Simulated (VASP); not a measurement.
The input files of a VASP run:

**KPOINTS**
```
Automatic mesh
0
Gamma
7 7 7
0 0 0
```

### POSCAR
```
BeSe
1
    0.0000000000     2.5700000000     2.5700000000
    2.5700000000     0.0000000000     2.5700000000
    2.5700000000     2.5700000000     0.0000000000
Be Se
1 1
Direct
  0.0000000000   0.0000000000   0.0000000000
  0.2500000000   0.2500000000   0.2500000000
```

**INCAR**
```
ALGO=Normal
EDIFF=1E-6
ENCUT=400
GGA=PE
ISIF=2
ISMEAR=0
LASPH=.TRUE.
LCHARG=.FALSE.
LMAXMIX=4
LREAL=.FALSE.
LWAVE=.FALSE.
NELM=100
PREC=Accurate
SIGMA=0.05
SYSTEM=BeSe
```

POTCAR, in this order: Be Se (PBE.64 set). Program: vasp_std.

Write an equivalent input for Ansatz.

One equivalent input (not run):
Ansatz 0.2 input:
```yaml
crystal:
  lattice:
    - [0.0000000, 2.5700000, 2.5700000]
    - [2.5700000, 0.0000000, 2.5700000]
    - [2.5700000, 2.5700000, 0.0000000]
  atoms:
    - { symbol: Be, position: [0.0000000, 0.0000000, 0.0000000] }
    - { symbol: Se, position: [0.2500000, 0.2500000, 0.2500000] }
kpoints:
  mp_grid: { grid: [7, 7, 7] }
hamiltonian:
  xc: pbe
  pseudopotentials: { kind: paw }
scf:
  occupations: { method: gaussian, width: 0.05 }
  max_iter: 100
output: { forces: true, stress: true, eigenvalues: true }
```
What does not carry over: each code has its own PAW files, so the cut-off isn't converted (ENCUT is set for VASP's; basis.ecutwfc is left out, and Ansatz then takes the one that its files recommend); Ansatz stops its SCF on the density residual and VASP on the energy change (EDIFF).

The compound is BeSe in the zinc blende structure. The cell was not relaxed at this level.
